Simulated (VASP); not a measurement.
```xyz
2
Lattice="0.0000 3.3747 3.2199 3.2091 0.0000 3.2199 3.2091 3.3747 0.0000" Properties=species:S:1:pos:R:3 pbc="T T T"
Rb     0.0000     0.0000     0.0000
Cl     3.2941     3.3747     3.2199
```

Method: PBE GGA, VASP's PBE PAW potentials (set 64) (plane waves; VASP 6.6.1). Numerical set-up: LREAL = Auto, 400 eV cut-off, 6×6×6 Γ-centred mesh, Gaussian smearing of 0.050 eV, potentials Rb_sv Cl.

Problem. Predict the energy per atom (σ→0), pressure, band gap (on the k-mesh) with the smallest direct gap where there is one.

Solution. 
* **band gap (on the k-mesh)**: 5.03 eV
* **smallest direct gap (on the k-mesh)**: 5.03 eV
* **energy per atom (σ→0)**: -3.318 eV/atom
* **pressure**: 1.47 GPa

Total energies compare only between runs with the same potentials, cut-off and functional.

The compound is RbCl in the rock salt structure. The cell was not relaxed at this level, atoms are displaced from their ideal sites. The run is one of a series of settings (LREAL = Auto against the base run), some of them coarse on purpose.
